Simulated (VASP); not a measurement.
# As (a7): computed properties

Computed with LDA (Ceperley-Alder, Perdew-Zunger), VASP's LDA PAW potentials (set 64) (plane waves; VASP).

```
Item                                                                                     Result
----------------------------------  -----------------------------------------------------------
space group                                                                          R-3m (166)
cell                                a = b = 3.7666 Å, c = 9.9868 Å, α = β = 90.00°, γ = 120.00°
volume per atom                                                                   20.45 Å³/atom
band gap (over mesh and band path)                     none (metal, semimetal or under 0.01 eV)
Hill bulk modulus                                                                      64.0 GPa
Hill shear modulus                                                                     48.4 GPa
Poisson's ratio                                                                           0.198
density                                                                              6.08 g/cm³
optical Γ-point spectrum                                                     162 (×2), 238 cm⁻¹
```

```cif
data_As2
_chemical_formula_sum 'As2'
_space_group_name_H-M_alt 'P 1'
_space_group_IT_number 1
_cell_length_a 3.97628
_cell_length_b 3.97628
_cell_length_c 3.97628
_cell_angle_alpha 56.540
_cell_angle_beta 56.540
_cell_angle_gamma 56.540
loop_
_space_group_symop_operation_xyz
  'x, y, z'
loop_
_atom_site_label
_atom_site_type_symbol
_atom_site_fract_x
_atom_site_fract_y
_atom_site_fract_z
_atom_site_occupancy
As1 As 0.23074 0.23074 0.23074 1
As2 As 0.76926 0.76926 0.76926 1
```

Measured: a 3.760 Å at 4 K (computed value off by +0.2 %), c 10.441 Å at 4 K (computed value off by -4.4 %), as given by Schiferl, Barrett, J. Appl. Cryst. 2, 30 (1969), as in the American Mineralogist Crystal Structure Database. The calculation is for a static lattice, while the measured a, c hold thermal and zero-point effects, which are part of the difference.  Finite-difference elastic constants of metals are sensitive to mesh and smearing; shear constants can be off by tens of GPa.

The compound is As in the a7 structure. It was relaxed first, which changed the volume by -5 %. Symmetry was kept, so distortions that lower it aren't found.
